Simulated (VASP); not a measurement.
Here is the system:

```
CELL_PARAMETERS angstrom
      5.95963     0.00000     0.00000
      0.00000     5.95963     0.00000
      0.00000     0.00000     5.95963
ATOMIC_POSITIONS crystal
  Pb 0.00000 0.00000 0.00000
  Pb 0.50000 0.50000 0.00000
  Pb 0.50000 0.00000 0.50000
  Pb 0.00000 0.50000 0.50000
  Se 0.50000 0.50000 0.50000
  S  0.00000 0.00000 0.50000
  S  0.00000 0.50000 0.00000
  S  0.50000 0.00000 0.00000
```

Calculation: PBEsol GGA, VASP's PBE PAW potentials (set 64) (plane waves; VASP). Numerical set-up: 400 eV cut-off, 4×4×4 Γ-centred mesh, tetrahedra with Blöchl corrections, potentials Pb_d Se S.

Unless said otherwise, spin-orbit coupling is left out, though it shifts the bands of the heavy elements here.

Q: Estimate the energy per atom (σ→0), band gap (on the k-mesh) with the smallest direct gap where there is one.

A: 
band gap (on the k-mesh): 0.13 eV
smallest direct gap (on the k-mesh): 0.13 eV
energy per atom (σ→0): -4.641 eV/atom

The absolute energy has meaning only against runs of the same code, potentials and settings.

The structure was generated: Pb4S3Se was put into an ordered model structure (Pm-3m), which need not be its known phase. It was relaxed first.
